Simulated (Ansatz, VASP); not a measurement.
## Cross-check of TiRe (Ti-Re-Re-Ti stack, (100) layers) between VASP and Ansatz

Aim: how closely do two programs agree when they are given the same cell, functional and k mesh? Of the first pair: The structure shown is the start of the Ansatz relaxation below; VASP solves that cell, so the two are compared at the walk's first step.

Calculated with Ansatz 0.2.0; plane waves, with VASP 6.6.1 beside it; PBEsol.

### 1. Set-up

The cell holds 4 atoms: 2 Ti and 2 Re. Cell: a = 2.750 Å, b = 2.750 Å, c = 35.467 Å, α = 90.0°, β = 90.0°, γ = 90.0°. It derives from TiRe. Vacuum lies along c. The height across the vacuum is the one that the program set for its solve, not the one typed.

### 2. Ansatz: relaxation, PBEsol

Ansatz runs on its PAW soft_1 files.

The two programs are compared at the cell with which this relaxation starts, whose forces are those of its first step.

Contents of input.yaml:

```yaml
crystal:
  lattice:
    - [2.74983, 0.0, 0.0]
    - [0.0, 2.74983, 0.0]
    - [0.0, 0.0, 16.83326]
  atoms:
    - { symbol: Ti, position: [0.0, 0.0, 0.32673408] }
    - { symbol: Re, position: [0.5, 0.5, 0.44224469] }
    - { symbol: Re, position: [0.0, 0.0, 0.55775531] }
    - { symbol: Ti, position: [0.5, 0.5, 0.67326592] }
  periodic: [true, true, false]
kpoints:
  mp_grid: { grid: [8, 8, 1] }
hamiltonian:
  xc: pbesol
  pseudopotentials: { kind: paw, azcp: { folder: soft_1 }, xc_functional: pbe }
scf:
  occupations: { method: gaussian, width: 0.1 }
output:
  forces: true
  stress: true
  eigenvalues: true
relax:
  adjacent_minimum: "off"
  f_tol: 0.05
  max_steps: 80
  cell: { stress_2d_tol: 0.02 }
```

On the command line:

```
$ ansatz run input.yaml --threads 4 --pin off --max-ram 12288MiB --backend cpu --events-out ev --progress --plain --runs-dir out
```

Numbers of over 12 decimals in the logs are rounded to 6 here.

Output:

```text
Warning: crystal.periodic: the lattice vector that does not repeat stood 0.000° off the slab's normal, 16.833 Å along it as the deck builds it. The run solves the slab on a vector along the normal, 35.467 Å long, with every atom where it was (on the deck's vector they left 11.00 Å outside them, and the widest stretch free of ions among them is 1.94 Å). A fractional position that the run reports is one of the run's ce [...]
The last accepted step is kept in <dir> (removed where the run ends without a failure and the disk answers)
crystal.periodic: the lattice vector that does not repeat stood 0.000° off the slab's normal, 16.833 Å along it as the deck builds it. The run solves the slab on a vector along the normal, 35.467 Å long, with every atom where it was (on the deck's vector they left 11.00 Å outside them, and the widest stretch free of ions among them is 1.94 Å). A fractional position that the run reports is one of the run's cell, which [...]
Engine: ansatz 0.2.0, aarch64-unknown-linux-gnu
Pseudopotentials: kind: paw
Pseudopotential: Ti, paw, valence charge 12, recommended cutoff 420 eV (normal), soft_1/Ti.paw.azcp
Pseudopotential: Re, paw, valence charge 15, recommended cutoff 420 eV (normal), soft_1/Re.paw.azcp
Functional definition: PBEsol
  exchange = pbesol_x
  correlation = pbesol_c
Crystal: 4 atoms, lattice volume = 268.182 Å³
Basis set: ecut = 420 eV, 5331 PW (Γ), exchange–correlation on 40×40×480 points (8 copies of the dense FFT grid, shifted against one another)
Bands: 33, of which v1, the nominal top of the filled ones, is band 27 counted from 1 (26 counted from 0)
Symmetry: 16 space group operations
Space group: P4/nmm (ITA 129), of the structure as read, at distance tolerance 6.4e-5 Å
k-points: 15 of 64
Non-local potential: Ti, projectors of the file, l = 0: 3, l = 1: 2, l = 2: 3, l = 3: 1
Non-local potential: Re, projectors of the file, l = 0: 3, l = 1: 2, l = 2: 2, l = 3: 1
PAW form: soft (Blöchl's): semilocal exchange-correlation on the pseudo side does not see the compensation charge
PAW frozen core: Ti, regenerated for the run's functional, and the local potential with it (the file was generated under x = pbe(κ = 0.804, μ = 0.219515), c = pbe(β = 0.066725))
PAW frozen core: Re, regenerated for the run's functional, and the local potential with it (the file was generated under x = pbe(κ = 0.804, μ = 0.219515), c = pbe(β = 0.066725))
PAW one-centre angular grid: Ti, 590 points (default); XC on 64 Gauss nodes
PAW one-centre angular grid: Re, 590 points (default); XC on 64 Gauss nodes
Initial density: superposition of atomic densities (neutral atoms: chi_scale 0, normalization atom)
Initial wavefunctions: pseudopotential atomic-orbital guess
Functional: x = pbesol(κ = 0.804, μ = 0.123457), c = pbesol(β = 0.046)
[...]
preconditioner: auto → LDOS  [metal: Δε(μ)=0.046 eV  Ē_g=3.893 eV  σ=0.100 eV  W_gap=0.25  n_scr=22 (ndim 8)  ℏωp=10.2 eV  f_vac=0.721  D(μ)=6.37/eV (n_scr^D=22)  β→1.0]
SCF iter   2: F=—  HF=-26422.838034 eV  |F-HF|=—  |Δ(HF+E_count)|=   3.56e-4  Δρ=4.72e-4  dr2=1.76e-3  ethr=9.80e-6  ⟨swp⟩=2.7  Hψ=791  notcnv=0
SCF iter   3: F=—  HF=-26422.837880 eV  |F-HF|=—  |Δ(HF+E_count)|=   1.54e-4  Δρ=1.35e-4  dr2=1.85e-4  ethr=3.27e-6  ⟨swp⟩=3.4  Hψ=954  notcnv=0
SCF iter   4: F=—  HF=-26422.837739 eV  |F-HF|=—  |Δ(HF+E_count)|=   1.41e-4  Δρ=4.94e-5  dr2=1.61e-5  ethr=3.42e-7  ⟨swp⟩=3.3  Hψ=890  notcnv=0
SCF iter   5: F=—  HF=-26422.837739 eV  |F-HF|=—  |Δ(HF+E_count)|=   1.16e-7  Δρ=2.06e-5  dr2=1.83e-6  ethr=2.99e-8  ⟨swp⟩=2.8  Hψ=894  notcnv=0
SCF iter   6: F=-26422.837740 eV  HF=-26422.837740 eV  |F-HF|=4.97e-8  |Δ(HF+E_count)|=   7.44e-7  Δρ=8.73e-6  dr2=2.25e-7  ethr=7.41e-10  ⟨swp⟩=14.3  Hψ=3123  notcnv=0
SCF 6 converged in 6 iterations: F = -26422.837740 eV  dr2 = 2.25e-7
relax step   6: F+E_penalty+E_count = -26422.83773968 eV  Δ(F+E_penalty+E_count) = -3.022e-4 eV  max|allowed force component| = 7.101e-2 eV/Å  Δτ_max = 0.0112 Å  P = -0.540 N/m  Ω = 292.615 Å³  energy of the carried Pulay correction = -1.910e-3 eV  fix = [c, alpha, beta]  reactions: c +0.000 N/m  (6 SCF iters, dr2 threshold 4.00e-7 eV, accepted)
[...]
relax step   7: F+E_penalty+E_count = -26422.83840988 eV  Δ(F+E_penalty+E_count) = -6.702e-4 eV  max|allowed force component| = 1.442e-3 eV/Å  Δτ_max = 0.0051 Å  P = -0.006 N/m  Ω = 292.143 Å³  energy of the carried Pulay correction = -1.875e-3 eV  fix = [c, alpha, beta]  reactions: c +0.000 N/m  (5 SCF iters, dr2 threshold 3.15e-7 eV, accepted)
[...]
relax step   8: F+E_penalty+E_count = -26422.84055573 eV  Δ(F+E_penalty+E_count) = -2.146e-3 eV  max|allowed force component| = 1.927e-3 eV/Å  Δτ_max = 0.0000 Å  P = +0.004 N/m  Ω = 292.143 Å³  fix = [c, alpha, beta]  reactions: c +0.000 N/m  stress off target by 3.80e-3 N/m on what of the cell is left free  SCF on the basis re-selected at this cell (its energy is not comparable with the rows above)  (10 SCF iters)
basis re-selected at this cell: Δ(F+E_penalty+E_count) = -2.146e-3 eV, ΔP = +0.009 N/m vs the last step (what re-selecting the basis moved, of the pressure what is left beyond the Pulay correction that the steps carried, after the strain that the cell walked since its last selection, with what the two solves' SCF thresholds leave and, on support functions, any second-order correction that the steps lacked; it is no m [...]
SCF converged after 10 iterations
Free energy (F): -26422.840556 eV
Harris-Foulkes:  -26422.840556 eV  (|F-HF|=2.29e-10)
Internal energy: -26422.807701 eV  (E = F + TS)
E sigma→0 (E₀):  -26422.824129 eV
Entropy (-TS):   -0.032854 eV (-8.214 meV/atom)
Fermi energy:    -4.556144 eV
--- Per-component energies (eV) ---
  E_band       = -1757.461406
  E_kinetic    = 1610.026156
  E_local      = -217097.624082  (includes V_loc(G=0)·N_el)
  E_nonlocal   = 290.627817
  E_hartree    = 107482.070959
  E_xc         = -937.880766
  E_vxc        = -868.479632  (∫ρ·V_xc dr)
  E_paw        = -19187.560759  (= ΣΔE_a)
  E_vpaw       = -656.153535  (= ΣTr[D̂ρ^β])
  E_aug_tail   = -0.000042  (compensation charges beyond the density's cutoff)
  E_ewald      = 101416.787593
  E_core_change = 0.745422  (= ΣΔE_core)
  E_smearing   = -0.032854  (= −TS)
  E_closure    = -0.000000  (closes the sum)
  Σ components = -26422.840556   (vs F -26422.840556, Δ=0.00e0)
--- Forces (eV/Å), atoms counted from 1 ---
  atom   1  Ti     0.00000000     0.00000000    -0.00004956
  atom   2  Re    -0.00000000     0.00000000     0.00192688
  atom   3  Re    -0.00000000     0.00000000    -0.00192688
  atom   4  Ti     0.00000000     0.00000000     0.00004956
  max |Σ_I F_I| component: 5.38e-25 eV/Å
--- 2D stress c σ (N/m, compression-positive) ---
        0.003802      -0.000000       0.000000
       -0.000000       0.003802       0.000000
        0.000000       0.000000       0.000000
  P = ½ c Tr σ = 0.0038 N/m
--- Band table (eV; the first three rows and the last of 15) ---
  k-point 0: bands = [... 23 lower, -6.1967, -5.3771, -4.8911, -4.6541, -4.6242, -4.2440, -4.1296, -4.1296, ... 2 higher]
  k-point 1: bands = [... 23 lower, -6.2056, -5.1638, -5.0228, -4.9824, -4.6586, -4.5417, -3.9052, -3.5194, ... 2 higher]
  k-point 2: bands = [... 23 lower, -6.3335, -6.1022, -5.0318, -4.9267, -4.7358, -4.3672, -4.0497, -4.0067, ... 2 higher]
  k-point 14: bands = [... 23 lower, -6.8848, -4.8084, -4.8084, -2.5369, -2.5369, -2.4202, -2.4202, -1.6041, ... 2 higher]
--- Relaxed structure (7 steps of the walk, 6 accepted, 1 SCFs on fresh bases) ---
  F+E_penalty+E_count = -26422.84055573 eV   max|allowed force component| = 1.927e-3 eV/Å   (the final SCF, on the basis selected at the relaxed cell)
  cell:  # Å, volume = 292.1425 Å³
    - [2.870041, 0, 0.0]
    - [0, 2.870041, 0.0]
    - [0.0, 0.0, 35.466521]
  atoms:
    - { symbol: Ti, position: [0, 0, 0.163538] }
    - { symbol: Re, position: [0.500000, 0.500000, 0.213529] }
    - { symbol: Re, position: [0, 0, 0.261095] }
    - { symbol: Ti, position: [0.500000, 0.500000, 0.311086] }
```

Reading the cycles: dr2 is the Hartree energy of the density residual (eV), the measure of convergence; HF is the Harris–Foulkes estimate of the energy, which meets the free energy F at convergence.

### 3. VASP: single point, PBEsol, start cell, pair 1

The same cell, functional, mesh and smearing now go to VASP, with its own data sets.

Lines of VASP's logs that name or quote its potential files are left out, and so is its time.

Contents of INCAR:

```
SYSTEM = TiRe
PREC = Accurate
ENCUT = 520
EDIFF = 1E-06
NELM = 120
ISMEAR = 0
SIGMA = 0.1
LREAL = .FALSE.
ALGO = Normal
GGA = PS
NBANDS = 25
LASPH = .TRUE.
LORBIT = 11
LWAVE = .FALSE.
LCHARG = .FALSE.
ISIF = 2
LDIPOL = .TRUE.
IDIPOL = 3
DIPOL = 0.5 0.5 0.237
LVHAR = .TRUE.
GGA_COMPAT = .FALSE.
NELMDL = -8
KPAR = 2
```

Contents of POSCAR:

```
TiRe
1.0
    2.7498300000      0.0000000000      0.0000000000
    0.0000000000      2.7498300000      0.0000000000
    0.0000000000      0.0000000000     35.4665210000
Ti Re
2 2
Direct
    0.0000000000      0.0000000000      0.1550758249
    0.5000000000      0.5000000000      0.3195481169
    0.5000000000      0.5000000000      0.2098999222
    0.0000000000      0.0000000000      0.2647240196
```

Contents of KPOINTS:

```
Automatic mesh
0
Gamma
8 8 1
0 0 0
```

Potentials, in the order of the species: Ti_sv and Re (PBE family, release 64).

On the command line:

```
$ mpirun -np 2 vasp_std
```

Output:

```text
[banner, memory and clock lines left out]
running    2 mpi-ranks, on    1 nodes
 distrk:  each k-point on    1 cores,    2 groups
 distr:  one band on    1 cores,    1 groups

 POSCAR found type information on POSCAR TiRe
 POSCAR found :  2 types and       4 ions
|                                                                             |
|               ----> ADVICE to this user running VASP <----                  |
|                                                                             |
|     You enforced a specific xc type in the INCAR file but a different       |
|     [... a line on the potential file left out ...]
|     I HOPE YOU KNOW WHAT YOU ARE DOING!                                     |
|                                                                             |

 LDA part: xc-table for (Slater+PW92), standard interpolation
 POSCAR, INCAR and KPOINTS ok, starting setup
 FFT: planning ... GRIDC
 FFT: planning ... GRID_SOFT
 FFT: planning ... GRID
 WAVECAR not read
 entering main loop
       N       E                     dE             d eps       ncg     rms          rms(c)
DAV:   1     0.305876576645E+03    0.30588E+03   -0.18441E+04  1339   0.135E+03
DAV:   2    -0.377477069272E+01   -0.30965E+03   -0.30206E+03  1310   0.546E+02
DAV:   3    -0.380663518875E+02   -0.34292E+02   -0.33663E+02  1472   0.167E+02
DAV:   4    -0.438597138040E+02   -0.57934E+01   -0.57156E+01  1276   0.418E+01
DAV:   5    -0.465919900298E+02   -0.27323E+01   -0.27263E+01  1436   0.248E+01
DAV:   6    -0.467585284050E+02   -0.16654E+00   -0.16586E+00  1276   0.698E+00
DAV:   7    -0.467862929914E+02   -0.27765E-01   -0.27671E-01  1436   0.337E+00
DAV:   8    -0.467881982133E+02   -0.19052E-02   -0.18969E-02  1276   0.636E-01    0.441E+01
DAV:   9    -0.520736463756E+02   -0.52854E+01   -0.13109E+02  1260   0.647E+01    0.296E+01
DAV:  10    -0.751608305434E+02   -0.23087E+02   -0.49436E+02  1268   0.201E+02    0.249E+01
DAV:  11    -0.457892605240E+02    0.29372E+02   -0.82830E+01  1377   0.789E+01    0.138E+01
DAV:  12    -0.419604990066E+02    0.38288E+01   -0.26253E+01  1364   0.264E+01    0.586E+00
DAV:  13    -0.420273438329E+02   -0.66845E-01   -0.12376E+00  1292   0.766E+00    0.518E+00
DAV:  14    -0.420194140550E+02    0.79298E-02   -0.16332E-01  1260   0.199E+00    0.506E+00
[...]
DAV:  29    -0.415393123522E+02   -0.13890E-04   -0.10220E-04  1244   0.830E-02    0.196E-02
DAV:  30    -0.415393201842E+02   -0.78320E-05   -0.20961E-05  1236   0.475E-02    0.991E-03
DAV:  31    -0.415393308288E+02   -0.10645E-04   -0.11509E-05  1044   0.267E-02    0.552E-03
DAV:  32    -0.415393374699E+02   -0.66411E-05   -0.67542E-07   604   0.131E-02    0.338E-03
DAV:  33    -0.415393406845E+02   -0.32147E-05   -0.40302E-07   588   0.156E-02    0.358E-03
DAV:  34    -0.415393448050E+02   -0.41205E-05   -0.61798E-07   572   0.161E-02    0.554E-03
DAV:  35    -0.415393465546E+02   -0.17496E-05   -0.61681E-07   585   0.171E-02    0.220E-03
DAV:  36    -0.415393470529E+02   -0.49834E-06   -0.22592E-07   529   0.816E-03
   1 F= -.41539347E+02 E0= -.41525205E+02  d E =-.282843E-01
```

OUTCAR, selected parts (step 3):

```text
ion  position               nearest neighbor table
   1  0.000  0.000  0.155-   3 2.75   3 2.75   3 2.75   3 2.75
   2  0.500  0.500  0.320-   4 2.75   4 2.75   4 2.75   4 2.75
   3  0.500  0.500  0.210-   1 2.75   1 2.75   1 2.75   1 2.75   4 2.75   4 2.75   4 2.75   4 2.75

  LATTYP: Found a simple tetragonal cell.
 ALAT       =     2.7498300000
 C/A-ratio  =    12.8977140405

 Subroutine GETGRP returns: Found 16 space group operations
 (whereof  8 operations were pure point group operations)

The static configuration has the point symmetry C_4v.
 The point group associated with its full space group is D_4h.

 Found     15 irreducible k-points:

   k-points           NKPTS =     15   k-points in BZ     NKDIM =     15   number of bands    NBANDS=     25

   dimension x,y,z NGX =    20 NGY =   20 NGZ =  270
   dimension x,y,z NGXF=    40 NGYF=   40 NGZF=  540

   ENCUT  =  520.0 eV  38.22 Ry    6.18 a.u.   5.11  5.11 65.94*2*pi/ulx,y,z

   NELECT =      38.0000    total number of electrons

 k-points in reciprocal lattice and weights: Automatic mesh
   0.00000000  0.00000000  0.00000000       0.016
   0.12500000  0.00000000  0.00000000       0.062
   0.25000000  0.00000000  0.00000000       0.062
   0.37500000  0.00000000  0.00000000       0.062
   0.50000000  0.00000000  0.00000000       0.031
   0.12500000  0.12500000  0.00000000       0.062
   0.25000000  0.12500000  0.00000000       0.125
   0.37500000  0.12500000  0.00000000       0.125
   0.50000000  0.12500000  0.00000000       0.062
[...]
0.50000000  0.37500000  0.00000000       0.062
   0.50000000  0.50000000  0.00000000       0.016

 dipolmoment           0.000000      0.000000     -0.000003 electrons x Angstroem

 average (electrostatic) potential at core
       1 -81.9713       2 -81.9713       3 -48.1246       4 -48.1246

 E-fermi :  -1.4603

 k-point     1 :       0.0000    0.0000    0.0000
  band No.  band energies     occupation
    ...
     16      -2.2226      2.00000
     17      -2.2226      2.00000
     18      -2.0576      2.00000
     19      -2.0296      2.00000
     20      -1.6016      1.95441
     21      -0.5501      0.00000
     22      -0.3252      0.00000
     23      -0.3121      0.00000
     24      -0.3121      0.00000
     25       0.5400      0.00000

 k-point     2 :       0.1250    0.0000    0.0000
  band No.  band energies     occupation
    ...
     16      -2.3004      2.00000
     17      -2.1406      2.00000
     18      -1.8600      2.00000
     19      -1.8437      2.00000
     20      -1.6508      1.99295
     21      -0.8044      0.00000
     22      -0.7301      0.00000
     23      -0.5964      0.00000
     24       0.0914      0.00000
     25       0.2153      0.00000

 k-point     3 :       0.2500    0.0000    0.0000
  band No.  band energies     occupation
    ...
     17      -2.0466      2.00000
     18      -1.8867      2.00000
     19      -1.6639      1.99601
     20      -1.5560      1.82423
     21      -1.5220      1.61762
     22      -1.2787      0.01023
     23      -0.3015      0.00000
     24      -0.1720      0.00000
     25       0.2718      0.00000

  Total       -0.7975795     -0.7975795     -3.7885332      0.0000000      0.0000000     -0.0000000
  in kB       -4.7649056     -4.7649056    -22.6334833      0.0000000      0.0000000     -0.0000000
  external PRESSURE =     -10.7210982 kB  Pullay stress =       0.0000000 kB

  energy-cutoff  :      520.00
  volume of cell :      268.18
      direct lattice vectors                 reciprocal lattice vectors
     2.749830000  0.000000000  0.000000000     0.363658844  0.000000000  0.000000000
     0.000000000  2.749830000  0.000000000     0.000000000  0.363658844  0.000000000
     0.000000000  0.000000000 35.466521000     0.000000000  0.000000000  0.028195605

 POSITION                                       TOTAL-FORCE (eV/Angst)
 -----------------------------------------------------------------------------------
      0.00000      0.00000      5.50000         0.000000      0.000000      0.323911
      1.37492      1.37492     11.33326         0.000000     -0.000000     -0.323911
      1.37492      1.37492      7.44442         0.000000     -0.000000      0.954232
      0.00000      0.00000      9.38884         0.000000     -0.000000     -0.954232
 -----------------------------------------------------------------------------------
    total drift:                               -0.000000      0.000000     -0.000041

  FREE ENERGIE OF THE ION-ELECTRON SYSTEM (eV)
  ---------------------------------------------------
  free  energy   TOTEN  =       -41.5393470529 eV

  energy  without entropy=      -41.5110627428  energy(sigma->0) =      -41.52520490

 vacuum level on the upper side and lower side of the slab         3.087         3.087

 total charge
# of ion       s       p       d       tot
------------------------------------------
    1        2.245   6.102   1.973  10.320
    2        2.245   6.102   1.973  10.320
    3        0.642   0.637   4.853   6.133
    4        0.642   0.637   4.853   6.133
--------------------------------------------------
tot          5.774  13.479  13.652  32.905

[... 3 further parts left out ...]
```

The data set Re keeps the semicore shell frozen, which is cheaper and a little less accurate.

### 4. Differences

Known differences besides the potentials themselves: Ansatz cuts the interaction across the vacuum, VASP repeats the sheet with a dipole correction (LDIPOL); the data sets hold 54 valence electrons in Ansatz (on its PAW soft_1 files) and 38 in VASP; the cutoff is 420 eV in Ansatz and 520 eV in VASP; Ansatz makes its cores anew for this functional, VASP keeps those of its PBE data sets. Total energies have different zeros and are not compared.

Forces (eV/Å; atoms numbered as in POSCAR):

```
atom        Ansatz x, y, z          VASP x, y, z
 Ti1   0.000, 0.000, 0.308   0.000, 0.000, 0.324
 Ti2  0.000, 0.000, -0.308  0.000, 0.000, -0.324
 Re3   0.000, 0.000, 0.969   0.000, 0.000, 0.954
 Re4  0.000, 0.000, -0.969  0.000, 0.000, -0.954
```

The forces differ by 8.9 meV/Å r.m.s., which is 2.2 % of the r.m.s. force of 0.411 eV/Å (both taken over all components). Where the cell holds vacuum, a pressure given here is an average over it and none of the material.

### 5. Ansatz: relaxation, PBEsol

This run makes the geometry at which the two programs are then compared.

The structure compared here is the end of the Ansatz relaxation.

This is the run of step 2 again, met here at its other cell.

[end of part 1 of 2]

[Lines on the potential files, build, host, timing and source positions are cut from VASP's logs without a mark.]

[Logs are printed without paths, hosts, clocks, repeated set-up lines and the standing remarks that a program may print on its own settings, such as how far it seeks lower states.]

[Hosts, paths, dates, database ids (printed as entryN), source tags and the programs' standing remarks are cut or masked in the printed files.]
